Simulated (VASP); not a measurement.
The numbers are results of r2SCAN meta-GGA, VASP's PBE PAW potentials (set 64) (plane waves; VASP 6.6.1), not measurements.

The input files of a VASP run:

### POSCAR
```
MoS2
1.0
  1.5917035851   0.9189700218   6.4227435246
 -1.5917035851   0.9189700218   6.4227435246
  0.0000000000  -1.8379410995   6.4227435320
Mo S
1 2
Cart
  0.0000000000  -0.0000010559  19.2681543368
  0.0000000000  -0.0000007892  14.3980735852
 -0.0000000000  -0.0000006188  11.2923344898
```

File KPOINTS_OPT:
```
k-points along high-symmetry lines
8
Line-mode
Reciprocal
  0.000000   0.000000   0.000000 ! GAMMA
  0.500000   0.500000   0.500000 ! T

  0.500000   0.500000   0.500000 ! T
  0.818510   0.181490   0.500000 ! H_2

  0.500000  -0.181490   0.181490 ! H_0
  0.500000   0.000000   0.000000 ! L

  0.500000   0.000000   0.000000 ! L
  0.000000   0.000000   0.000000 ! GAMMA

  0.000000   0.000000   0.000000 ! GAMMA
  0.340745  -0.340745   0.000000 ! S_0

  0.659255   0.000000   0.340745 ! S_2
  0.500000   0.000000   0.500000 ! F

  0.500000   0.000000   0.500000 ! F
  0.000000   0.000000   0.000000 ! GAMMA
```

INCAR:
```
SYSTEM = MoS2
PREC = Accurate; ENCUT = 400; LREAL = .False.
LASPH = .True.
EDIFF = 1E-7; NELM = 100; ALGO = Normal
LMAXMIX = 4; LMIXTAU = .True.
ISMEAR = -5
METAGGA = R2SCAN
ISIF = 2
LWAVE = .False.; LCHARG = .False.; LORBIT = 11
NEDOS = 601
LEFG = .True.
```

### KPOINTS
```
Automatic mesh
0
G
 9 9 9
0 0 0
```

POTCAR, in this order: Mo_sv S (PBE.64 set). Program: vasp_std.

What VASP printed:

### OSZICAR
```
       N       E                     dE             d eps       ncg     rms          rms(c)
DAV:   1     0.122075941791E+03    0.12208E+03   -0.12410E+04  3098   0.121E+03
DAV:   2    -0.494953792697E+02   -0.17157E+03   -0.16935E+03  3889   0.317E+02
DAV:   3    -0.546502386129E+02   -0.51549E+01   -0.51239E+01  3421   0.535E+01
DAV:   4    -0.547143545382E+02   -0.64116E-01   -0.64032E-01  3761   0.596E+00
DAV:   5    -0.547151439347E+02   -0.78940E-03   -0.78935E-03  3514   0.628E-01    0.270E+01
DAV:   6    -0.479429391464E+02    0.67722E+01   -0.12956E+01  3225   0.306E+01    0.930E+00
DAV:   7    -0.450019856452E+02    0.29410E+01   -0.41259E+00  3406   0.134E+01    0.498E+00
DAV:   8    -0.448268770815E+02    0.17511E+00   -0.98953E-01  3158   0.652E+00    0.276E+00
DAV:   9    -0.450095105902E+02   -0.18263E+00   -0.39183E-01  2927   0.425E+00    0.533E-01
DAV:  10    -0.450317526090E+02   -0.22242E-01   -0.87411E-02  2910   0.233E+00    0.236E-01
DAV:  11    -0.450380429787E+02   -0.62904E-02   -0.86643E-03  2935   0.756E-01    0.158E-01
DAV:  12    -0.450385091311E+02   -0.46615E-03   -0.17932E-03  3036   0.327E-01    0.484E-02
DAV:  13    -0.450385955250E+02   -0.86394E-04   -0.56427E-04  2898   0.256E-01    0.428E-02
DAV:  14    -0.450385776810E+02    0.17844E-04   -0.51708E-04  2898   0.236E-01    0.202E-02
DAV:  15    -0.450387875495E+02   -0.20987E-03   -0.25596E-04  2890   0.168E-01    0.106E-02
DAV:  16    -0.450388199115E+02   -0.32362E-04   -0.25011E-05  2907   0.573E-02    0.268E-03
DAV:  17    -0.450388277226E+02   -0.78111E-05   -0.52629E-06  3036   0.196E-02    0.333E-03
DAV:  18    -0.450388279136E+02   -0.19097E-06   -0.64877E-07  3116   0.678E-03    0.107E-03
DAV:  19    -0.450388280090E+02   -0.95475E-07   -0.97522E-08  1445   0.287E-03
   1 F= -.45038828E+02 E0= -.45038828E+02  d E =0.000000E+00
       N       E                     dE             ncg
```

**OUTCAR**
```
------------------------ aborting loop because EDIFF is reached ----------------------------------------
  FORCE on cell =-STRESS in cart. coord.  units (eV):
  Direction    XX          YY          ZZ          XY          YZ          ZX
  --------------------------------------------------------------------------------------
  Total        0.0074035      0.0074035     -0.0340803      0.0000000      0.0000000     -0.0000000
  in kB        0.2104319      0.2104318     -0.9686765      0.0000000      0.0000001     -0.0000000
  external PRESSURE =      -0.1826043 kB  Pullay stress =       0.0000000 kB
  volume of cell :       56.37
      direct lattice vectors                 reciprocal lattice vectors
     1.591703585  0.918970022  6.422743525     0.314128839  0.181362394  0.051898911
    -1.591703585  0.918970022  6.422743525    -0.314128839  0.181362394  0.051898911
     0.000000000 -1.837941100  6.422743532     0.000000000 -0.362724787  0.051898882
 POSITION                                       TOTAL-FORCE (eV/Angst)
 -----------------------------------------------------------------------------------
      0.00000     -0.00000     19.26815         0.000000      0.000000     -0.000409
      0.00000     -0.00000     14.39807         0.000000      0.000000     -0.006831
      0.00000     -0.00000     11.29233         0.000000     -0.000000      0.007240
 -----------------------------------------------------------------------------------
    total drift:                               -0.000000      0.000003      0.000002
  FREE ENERGIE OF THE ION-ELECTRON SYSTEM (eV)
  ---------------------------------------------------
  free  energy   TOTEN  =       -45.0388280090 eV

  energy  without entropy=      -45.0388280090  energy(sigma->0) =      -45.03882801

 total charge

# of ion       s       p       d       tot
------------------------------------------
    1        2.284   6.221   3.904  12.409
    2        1.355   2.365   0.000   3.720
    3        1.355   2.365   0.000   3.720
--------------------------------------------------
tot          4.993  10.951   3.904  19.848
```
(Selected blocks of OUTCAR.)

**OUTCAR**
```
 val. band max:        6.6413185806   @ k =   0.4444   0.4444   0.4444

 cond. band min:       7.7958191707   @ k =  -0.2222   0.4444   0.1111


 Fermi energy:         6.6714966440

 k-point     1 :       0.0000    0.0000    0.0000
  band No.  band energies     occupation
      1     -56.7526      2.00000
      2     -30.1683      2.00000
      3     -29.9573      2.00000
      4     -29.9573      2.00000
      5      -8.8195      2.00000
      6      -7.2122      2.00000
      7      -0.2026      2.00000
      8       3.2462      2.00000
      9       3.2462      2.00000
     10       4.3848      2.00000
     11       4.3848      2.00000
     12       5.1466      2.00000
     13       5.7024      2.00000
     14       8.9563      0.00000
     15       8.9563      0.00000
     16       9.2818      0.00000
     17       9.2818      0.00000

 k-point     2 :       0.1111    0.0000    0.0000
  band No.  band energies     occupation
      1     -56.7478      2.00000
      2     -30.1586      2.00000
      3     -30.0053      2.00000
      4     -29.9682      2.00000
      5      -8.6289      2.00000
      6      -7.1490      2.00000
      7       0.0166      2.00000
      8       2.8561      2.00000
      9       3.4416      2.00000
     10       3.7014      2.00000
     11       4.0972      2.00000
     12       5.3795      2.00000
     13       5.7183      2.00000
     14       8.7468      0.00000
     15       8.8877      0.00000
     16       9.0808      0.00000
     17       9.2692      0.00000

 k-point     3 :       0.2222    0.0000   -0.0000
  band No.  band energies     occupation
      1     -56.7355      2.00000
      2     -30.1344      2.00000
      3     -30.1254      2.00000
      4     -29.9957      2.00000
      5      -8.1105      2.00000
      6      -6.9777      2.00000
      7       0.4785      2.00000
      8       2.1145      2.00000
      9       2.7009      2.00000
     10       3.5087      2.00000
     11       3.9538      2.00000
...
```

The structure was generated: MoS2 was put into the 3R-MoS2 type (R3m), which need not be its known phase. It was relaxed first, which changed the volume by +6 %.
